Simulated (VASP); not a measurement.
Given:

```xyz
4
Lattice="4.0883 0.0000 0.0000 0.0000 4.0883 0.0000 0.0000 0.0000 5.0966" Properties=species:S:1:pos:R:3 pbc="T T T"
Pb     2.0441     0.0000     3.8936
Pb     0.0000     2.0441     1.2030
O      2.0441     2.0441     0.0000
O      0.0000     0.0000     0.0000
```

All values below come from optB88-vdW, VASP's PBE PAW potentials (set 64) (plane waves; VASP). Settings: 520 eV cut-off, 6×6×5 Γ-centred mesh, Gaussian smearing of 0.050 eV, potentials Pb_d O.

The ions and cell shape at fixed volume are relaxed. Which structure does the run end with?

```xyz
4
Lattice="4.0546 0.0000 0.0000 0.0000 4.0546 0.0000 0.0000 0.0000 5.1817" Properties=species:S:1:pos:R:3 pbc="T T T"
Pb     2.0273     0.0000     3.9894
Pb     0.0000     2.0273     1.1923
O      2.0273     2.0273     0.0000
O      0.0000     0.0000     0.0000
```
Space group P4/nmm (129), at a tolerance of 0.03 Å.

How much energy does the relaxation gain?

The energy (σ→0) changes by -3.1 meV/atom, in 6 ionic steps.

| step | E(σ→0) (eV) | max force (eV/Å) | pressure (GPa) | volume (Å³) |
|---|---|---|---|---|
| 1 | -12.0384 | 0.351 | -2.15 | 85.19 |
| 2 | -12.0467 | 0.114 | -1.37 | 85.19 |
| 3 | -12.0479 | 0.016 | -0.94 | 85.19 |
| 4 | -12.0492 | 0.014 | -0.84 | 85.19 |
| 5 | -12.0507 | 0.008 | -0.62 | 85.19 |
| 6 | -12.0508 | 0.005 | -0.55 | 85.19 |

The compound is PbO in the litharge structure. This cell is one point of a volume scan, at 1.03 of the reference volume. Symmetry was kept, so distortions that lower it aren't found.
